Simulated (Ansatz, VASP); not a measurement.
# Ti (Titanium): VASP beside Ansatz, part 2 of 2

Wanted: the spread between two codes on one cell, functional and k mesh. The structure shown comes from an earlier Ansatz run, which isn't shown and may have moved the atoms alone. Other levels of theory on this material are compared in a session of their own.

VASP 6.6.1 and Ansatz 0.2.0.

So far: Set-up; Ansatz: elastic constants, LDA.

**3. VASP: elastic constants, LDA**

Level of this step: LDA; plane waves and PAW (Ti_sv) (VASP).

The same cell, functional (in two slightly different forms), mesh and smearing now go to VASP, with its own data sets.

Lines of VASP's logs that name or quote its potential files are left out, and so is its time.

The input, INCAR:

```
SYSTEM = Ti
PREC = Accurate
ENCUT = 500
EDIFF = 1E-08
NELM = 120
ISMEAR = 0
SIGMA = 0.1
LREAL = .FALSE.
ALGO = Normal
GGA = CA
NBANDS = 18
LASPH = .TRUE.
LORBIT = 11
LWAVE = .FALSE.
LCHARG = .FALSE.
ISIF = 3
IBRION = 6
NFREE = 2
POTIM = 0.015
NSW = 1
GGA_COMPAT = .FALSE.
KPAR = 2
```

The input, POSCAR:

```
Ti
1.0
    2.8660190142      0.0000000000      0.0000000000
   -1.4330095071      2.4820452741      0.0000000000
    0.0000000000      0.0000000000      4.5279688118
Ti
2
Direct
    0.3333333333      0.6666666667      0.2500000000
    0.6666666667      0.3333333333      0.7500000000
```

The input, KPOINTS:

```
Automatic mesh
0
Gamma
15 15 8
0 0 0
```

The projector-augmented-wave data sets are Ti_sv (LDA family, release 64).

The run is started by

```sh
$ mpirun -np 2 vasp_std
```

Numbers of over 12 decimals in the logs are rounded to 6 here.

Output:

```text
[banner, memory and clock lines left out]
running    2 mpi-ranks, on    1 nodes
 distrk:  each k-point on    1 cores,    2 groups
 distr:  one band on    1 cores,    1 groups

 POSCAR found type information on POSCAR Ti
 POSCAR found :  1 types and       2 ions
 LDA part: xc-table for (Slater(with rela. corr.)+CA(PZ))
 , standard interpolation
 POSCAR, INCAR and KPOINTS ok, starting setup
 FFT: planning ... GRIDC
 FFT: planning ... GRID_SOFT
 FFT: planning ... GRID
 WAVECAR not read
 entering main loop
       N       E                     dE             d eps       ncg     rms          rms(c)
DAV:   1     0.252382058342E+03    0.25238E+03   -0.12922E+04  4876   0.164E+03
DAV:   2     0.101818079223E+02   -0.24220E+03   -0.23896E+03  4940   0.452E+02
DAV:   3    -0.179471121321E+02   -0.28129E+02   -0.27816E+02  9204   0.126E+02
DAV:   4    -0.189789684784E+02   -0.10319E+01   -0.10310E+01  5486   0.255E+01
DAV:   5    -0.190245785101E+02   -0.45610E-01   -0.45603E-01  7484   0.387E+00    0.125E+01
DAV:   6    -0.171078242194E+02    0.19168E+01   -0.68924E+00  5758   0.275E+01    0.332E+00
DAV:   7    -0.170856883022E+02    0.22136E-01   -0.74465E-01  7354   0.639E+00    0.204E+00
DAV:   8    -0.171133226750E+02   -0.27634E-01   -0.23303E-01  5548   0.602E+00    0.758E-01
DAV:   9    -0.171040905481E+02    0.92321E-02   -0.49740E-02  5586   0.254E+00    0.838E-02
DAV:  10    -0.171045731135E+02   -0.48257E-03   -0.32483E-03  7028   0.375E-01    0.922E-02
DAV:  11    -0.171045877540E+02   -0.14640E-04   -0.20804E-04  6376   0.124E-01    0.431E-02
DAV:  12    -0.171045763961E+02    0.11358E-04   -0.43908E-05  5726   0.666E-02    0.476E-03
DAV:  13    -0.171045758077E+02    0.58843E-06   -0.33240E-06  7020   0.138E-02    0.330E-03
DAV:  14    -0.171045761220E+02   -0.31435E-06   -0.67412E-07  5242   0.786E-03    0.132E-03
DAV:  15    -0.171045760958E+02    0.26207E-07   -0.64613E-08  5786   0.172E-03    0.131E-04
DAV:  16    -0.171045760961E+02   -0.25011E-09   -0.21675E-09  2782   0.442E-04
   1 F= -.17104576E+02 E0= -.17099599E+02  d E =-.995495E-02
[... from here on, the cycles between the ionic steps are left out ...]
   2 F= -.17099209E+02 E0= -.17094234E+02  d E =-.994852E-02
   3 F= -.17100607E+02 E0= -.17095547E+02  d E =-.101187E-01
   9 F= -.17103098E+02 E0= -.17098073E+02  d E =-.100493E-01
  10 F= -.17103782E+02 E0= -.17098847E+02  d E =-.986976E-02
  11 F= -.17103782E+02 E0= -.17098847E+02  d E =-.986976E-02
  12 F= -.17103783E+02 E0= -.17098844E+02  d E =-.987635E-02
  13 F= -.17103783E+02 E0= -.17098844E+02  d E =-.987634E-02
  14 F= -.17104442E+02 E0= -.17099457E+02  d E =-.996918E-02
  15 F= -.17104442E+02 E0= -.17099457E+02  d E =-.996918E-02
  16 F= -.17104147E+02 E0= -.17099192E+02  d E =-.991101E-02
 Finite differences progress:
  Degree of freedom:   8/  8
  Displacement:        1/  2
  Total:              15/ 16
 bond charge predicted
       N       E                     dE             d eps       ncg     rms          rms(c)
DAV:   1    -0.170831635035E+02    0.20984E-01   -0.29281E+00  8480   0.400E+01    0.334E-01
DAV:   2    -0.171045066666E+02   -0.21343E-01   -0.22416E-01  6932   0.486E+00    0.195E-01
DAV:   3    -0.171041984153E+02    0.30825E-03   -0.59252E-03 10204   0.859E-01    0.599E-02
DAV:   4    -0.171041850408E+02    0.13374E-04   -0.50325E-04  7480   0.230E-01    0.263E-02
DAV:   5    -0.171041461459E+02    0.38895E-04   -0.17951E-04  9334   0.167E-01    0.331E-03
DAV:   6    -0.171041474502E+02   -0.13043E-05   -0.18026E-05  7964   0.446E-02    0.188E-03
DAV:   7    -0.171041474006E+02    0.49539E-07   -0.12586E-06  9326   0.133E-02    0.589E-04
DAV:   8    -0.171041473929E+02    0.77735E-08   -0.90149E-08  8910   0.420E-03
  17 F= -.17104147E+02 E0= -.17099192E+02  d E =-.991098E-02
 Finite differences progress:
  Degree of freedom:   8/  8
  Displacement:        2/  2
  Total:              16/ 16
```

OUTCAR, selected parts (step 3):

```text
ion  position               nearest neighbor table
   1  0.333  0.667  0.250-   2 2.80   2 2.80   2 2.80   2 2.80   2 2.80   2 2.80
   2  0.667  0.333  0.750-   1 2.80   1 2.80   1 2.80   1 2.80   1 2.80   1 2.80

  LATTYP: Found a hexagonal cell.
 ALAT       =     2.8660190142
 C/A-ratio  =     1.5798809392

 Subroutine GETGRP returns: Found 24 space group operations
 (whereof 12 operations were pure point group operations)

The static configuration has the point symmetry D_3d.
 The point group associated with its full space group is D_6h.

 Found    135 irreducible k-points:

   k-points           NKPTS =    135   k-points in BZ     NKDIM =    135   number of bands    NBANDS=     18

   dimension x,y,z NGX =    24 NGY =   24 NGZ =   36
   dimension x,y,z NGXF=    48 NGYF=   48 NGZF=   72

   ENCUT  =  500.0 eV  36.75 Ry    6.06 a.u.   5.23  5.23  8.26*2*pi/ulx,y,z

   NELECT =      24.0000    total number of electrons

 k-points in reciprocal lattice and weights: Automatic mesh
   0.00000000  0.00000000  0.00000000       0.001
   0.06666667 -0.00000000  0.00000000       0.003
   0.13333333  0.00000000  0.00000000       0.003
   0.20000000  0.00000000  0.00000000       0.003
   0.26666667  0.00000000  0.00000000       0.003
   0.33333333  0.00000000  0.00000000       0.003
   0.40000000  0.00000000  0.00000000       0.003
   0.46666667  0.00000000  0.00000000       0.003
   0.06666667  0.06666667  0.00000000       0.003
[...]
0.33333333  0.26666667  0.50000000       0.007
   0.33333333  0.33333333  0.50000000       0.001

 average (electrostatic) potential at core
       1 -71.5868       2 -71.5868

 E-fermi :   8.9272

 k-point     1 :       0.0000    0.0000    0.0000
  band No.  band energies     occupation
    ...
      6     -23.2814      2.00000
      7     -23.2473      2.00000
      8     -23.2473      2.00000
      9       2.6250      2.00000
     10       6.0456      2.00000
     11       9.6934      0.00000
     12       9.6934      0.00000
     13       9.8427      0.00000
     14      10.0582      0.00000
     15      10.2530      0.00000
    ...

 k-point     2 :       0.0667   -0.0000    0.0000
  band No.  band energies     occupation
    ...
      6     -23.2868      2.00000
      7     -23.2749      2.00000
      8     -23.2505      2.00000
      9       2.7597      2.00000
     10       6.1527      2.00000
     11       9.4305      0.00000
     12       9.7306      0.00000
     13       9.7913      0.00000
     14      10.0567      0.00000
     15      10.1864      0.00000
    ...

 k-point     3 :       0.1333    0.0000    0.0000
  band No.  band energies     occupation
    ...
      6     -23.3518      2.00000
      7     -23.3032      2.00000
      8     -23.2603      2.00000
      9       3.1514      2.00000
     10       6.4451      2.00000
     11       9.0270      0.15805
     12       9.0945      0.01799
     13       9.9763      0.00000
     14      10.0772      0.00000
     15      10.3299      0.00000
    ...

  Total       -0.0527568     -0.0527568     -0.0429798      0.0000000      0.0000000      0.0000000
  in kB       -2.6241999     -2.6241999     -2.1378792      0.0000000      0.0000000      0.0000000
  external PRESSURE =      -2.4620930 kB  Pullay stress =       0.0000000 kB

  energy-cutoff  :      500.00
  volume of cell :       32.21
      direct lattice vectors                 reciprocal lattice vectors
     2.866019014  0.000000000  0.000000000     0.348916038  0.201446769  0.000000000
    -1.433009507  2.482045274  0.000000000     0.000000000  0.402893537  0.000000000
     0.000000000  0.000000000  4.527968812     0.000000000  0.000000000  0.220849578

 POSITION                                       TOTAL-FORCE (eV/Angst)
 -----------------------------------------------------------------------------------
     -0.00000      1.65470      1.11699         0.000000      0.000000      0.057719
      1.43301      0.82735      3.39598        -0.000000      0.000000     -0.057719
 -----------------------------------------------------------------------------------
    total drift:                               -0.000000      0.000000     -0.000818

  FREE ENERGIE OF THE ION-ELECTRON SYSTEM (eV)
  ---------------------------------------------------
  free  energy   TOTEN  =       -17.1041473929 eV

  energy  without entropy=      -17.0942364089  energy(sigma->0) =      -17.09919190

  SYMMETRIZED ELASTIC MODULI (kBar)
 Direction    XX          YY          ZZ          XY          YZ          ZX
 --------------------------------------------------------------------------------
 XX        2063.7551    762.1792    914.3782      0.0000      0.0000     -0.0000
 YY         762.1792   2063.7551    914.3782      0.0000      0.0000      0.0000
 ZZ         914.3782    914.3782   2075.6815      0.0000      0.0000      0.0000
 XY          -0.0000      0.0000      0.0000    650.7879      0.0000     -0.0000
 YZ           0.0000      0.0000      0.0000      0.0000    352.1640      0.0000
 ZX           0.0000      0.0000      0.0000      0.0000      0.0000    352.1641
 --------------------------------------------------------------------------------

 Eigenvectors and eigenvalues of the dynamical matrix
 ----------------------------------------------------

   1 f  =    6.265834 THz    39.369398 2PiTHz  209.005734 cm-1    25.913397 meV
             X         Y         Z           dx          dy          dz
     -0.000000  1.654697  1.131992    -0.000000    0.000000    0.707107
      1.433010  0.827348  3.395977     0.000000    0.000000   -0.707107

   2 f  =    3.485371 THz    21.899233 2PiTHz  116.259468 cm-1    14.414330 meV
             X         Y         Z           dx          dy          dz
     -0.000000  1.654697  1.131992    -0.000000    0.707107   -0.000000
      1.433010  0.827348  3.395977    -0.000000   -0.707107    0.000000

   3 f  =    3.485371 THz    21.899233 2PiTHz  116.259468 cm-1    14.414330 meV
             X         Y         Z           dx          dy          dz
     -0.000000  1.654697  1.131992    -0.707107   -0.000000   -0.000000
      1.433010  0.827348  3.395977     0.707107   -0.000000    0.000000

   4 f  =    0.000000 THz     0.000000 2PiTHz    0.000001 cm-1     0.000000 meV
             X         Y         Z           dx          dy          dz
     -0.000000  1.654697  1.131992    -0.603004    0.369305   -0.000000
      1.433010  0.827348  3.395977    -0.603004    0.369305    0.000000

   5 f  =    0.000000 THz     0.000000 2PiTHz    0.000000 cm-1     0.000000 meV
             X         Y         Z           dx          dy          dz
     -0.000000  1.654697  1.131992    -0.000000    0.000000    0.707107
      1.433010  0.827348  3.395977     0.000000    0.000000    0.707107

   6 f/i=    0.000000 THz     0.000000 2PiTHz    0.000002 cm-1     0.000000 meV
             X         Y         Z           dx          dy          dz
     -0.000000  1.654697  1.131992     0.369305    0.603004   -0.000000
      1.433010  0.827348  3.395977     0.369305    0.603004    0.000000

 ELASTIC MODULI CONTR FROM IONIC RELAXATION (kBar)
 Direction    XX          YY          ZZ          XY          YZ          ZX
 --------------------------------------------------------------------------------
 XX        -219.8298    219.8298      0.0000      0.0000      0.0000      0.0000
 YY         219.8298   -219.8298     -0.0000     -0.0000     -0.0000      0.0000
 ZZ           0.0000     -0.0000     -0.0000     -0.0000     -0.0000      0.0000
 XY           0.0000     -0.0000     -0.0000   -219.8298      0.0000      0.0000
 YZ           0.0000     -0.0000     -0.0000      0.0000     -0.0000      0.0000
 ZX           0.0000      0.0000      0.0000      0.0000      0.0000      0.0000
 --------------------------------------------------------------------------------

 TOTAL ELASTIC MODULI (kBar)
 Direction    XX          YY          ZZ          XY          YZ          ZX
 --------------------------------------------------------------------------------
 XX        1843.9253    982.0090    914.3782      0.0000      0.0000     -0.0000
 YY         982.0090   1843.9253    914.3782     -0.0000      0.0000      0.0000
 ZZ         914.3782    914.3782   2075.6815     -0.0000      0.0000      0.0000
 XY           0.0000     -0.0000     -0.0000    430.9581      0.0000     -0.0000
 YZ           0.0000      0.0000      0.0000      0.0000    352.1640      0.0000
 ZX           0.0000      0.0000      0.0000      0.0000      0.0000    352.1641
 --------------------------------------------------------------------------------

 total charge
# of ion       s       p       d       tot
------------------------------------------
    1        2.269   6.132   1.970  10.371
    2        2.269   6.132   1.970  10.371
--------------------------------------------------
tot          4.538  12.264   3.939  20.742

[... 3 further parts left out ...]
```

CONTCAR:

```
Ti
   1.00000000000000
     2.8660190141999999    0.0000000000000000    0.0000000000000000
    -1.4330095071000000    2.4820452740999999    0.0000000000000000
     0.0000000000000000    0.0000000000000000    4.5279688118000001
  Ti
     2
Direct
     0.3333333332999970    0.6666666667000030    0.2466872563342509
     0.6666666667000030    0.3333333332999970    0.7500000000000000
```

Levels, forces or a CONTCAR printed for this step are those of its last displaced cell, not of the structure at rest.

**4. Side by side**

Known differences besides the potentials themselves: the two LDA forms differ slightly; the cutoff is 420 eV in Ansatz and 500 eV in VASP; VASP's log shows a relativistic correction to its local exchange, Ansatz's none; VASP takes each elastic constant from one size of strain, Ansatz from those that its log lists. Total energies have different zeros and are not compared.

Both answers:

```csv
quantity,Ansatz,VASP,difference
C11 (GPa),184.3,184.4,-0.04 %
C22 (GPa),184.3,184.4,-0.04 %
C33 (GPa),206.9,207.6,-0.33 %
C12 (GPa),98.4,98.2,+0.24 %
C13 (GPa),91.9,91.4,+0.53 %
C23 (GPa),91.9,91.4,+0.53 %
C44 (GPa),34.4,35.2,-2.22 %
C55 (GPa),34.4,35.2,-2.22 %
C66 (GPa),42.9,43.1,-0.36 %
```

**5. Summary of results**

```yaml
difference_in_c44_elastic_constants_lda: -2.2 %
```

The difference in C44 is -2.2 % (elastic constants, LDA), within the 5 % picked in this series as the mark of a large difference. 3 further runs of this series are not shown here. How closely two codes agree says nothing of how well the functional describes the real material.

[Lines on the potential files, build, host, timing and source positions are cut from VASP's logs without a mark.]

[Logs are printed without paths, hosts, clocks, repeated set-up lines and the standing remarks that a program may print on its own settings, such as how far it seeks lower states.]

[Hosts, paths, dates, database ids (printed as entryN), source tags and the programs' standing remarks are cut or masked in the printed files.]
